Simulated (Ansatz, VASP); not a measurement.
**Be2CdS in VASP and in Ansatz**

The input INCAR:

```
SYSTEM = Be2CdS
PREC = Accurate
ENCUT = 600
EDIFF = 1E-6
ISMEAR = 0
SIGMA = 0.1
LREAL = .FALSE.
LASPH = .TRUE.
NELM = 80
ALGO = Normal
ISIF = 3
LWAVE = .FALSE.
LCHARG = .FALSE.
GGA = PE
IBRION = 2
NSW = 90
EDIFFG = -0.04
```

File KPOINTS:

```
regular mesh
0
G
  6 6 4
  0 0 0
```

The input POSCAR:

```
Be2CdS
1.0
    3.4377615000      0.0000000000      0.0000000000
   -1.7188807500      2.9771887900      0.0000000000
    0.0000000000      0.0000000000      5.9865043800
Be Cd S
2 1 1
Direct
    0.3333333300      0.6666666700      0.0000000000
    0.6666666700      0.3333333300      0.0000000000
    0.0000000000      0.0000000000      0.0000000000
    0.0000000000      0.0000000000      0.5000000000
```

Input for Ansatz:

```yaml
crystal:
  lattice:
    - [3.4377615, 0.0, 0.0]
    - [-1.71888075, 2.97718879, 0.0]
    - [0.0, 0.0, 5.98650438]
  atoms:
    - { symbol: Be, position: [0.33333333, 0.66666667, 0.0] }
    - { symbol: Be, position: [0.66666667, 0.33333333, 0.0] }
    - { symbol: Cd, position: [0.0, 0.0, 0.0] }
    - { symbol: S, position: [0.0, 0.0, 0.5] }
basis:
  ecutwfc: 420
kpoints:
  mp_grid: { grid: [6, 6, 4] }
hamiltonian:
  xc: pbe
scf:
  occupations: { method: gaussian, width: 0.1 }
  lower_state_search: "off"
output:
  forces: true
  stress: true
  eigenvalues: true
relax:
  adjacent_minimum: "off"
  f_tol: 0.04
  max_steps: 70
  cell: { stress_tol: 0.4 }
```

Alike in both runs: task relaxation of cell and atoms; functional PBE; k mesh 6 × 6 × 4; occupations gaussian, width 0.1 eV; no spin polarisation.

|  | VASP | Ansatz |
| --- | --- | --- |
| version | VASP 6.6.1 | Ansatz 0.2.0 |
| potentials or method | VASP PAW PBE potentials, release 64 (Be, Cd, S) | scalar-relativistic, plane waves, PAW |
| plane-wave cutoff (eV) | 600 | 420 |
| valence electrons in the cell | 22 | 30 |

|  | VASP | Ansatz | Ansatz less VASP |
| --- | --- | --- | --- |
| gap on the k mesh at the Fermi level, each at its own relaxed structure (eV) | none | none | - |
| relaxed volume (Å³/atom) | 19.78 | 19.79 | +0.006 |
| relaxed cell length with the largest relative difference (Å) | 5.156 | 5.157 | +0.0009 |
| energy change over the relaxation (meV/atom) | -1232 | -1215 | +17.4 |

A gap of «none» marks a metal or a gap that the smearing closes. The two sets of potentials don't hold the same shells in valence.

Caveats: the volume moved by over 15 % at a fixed basis, so the end points are rough (VASP).
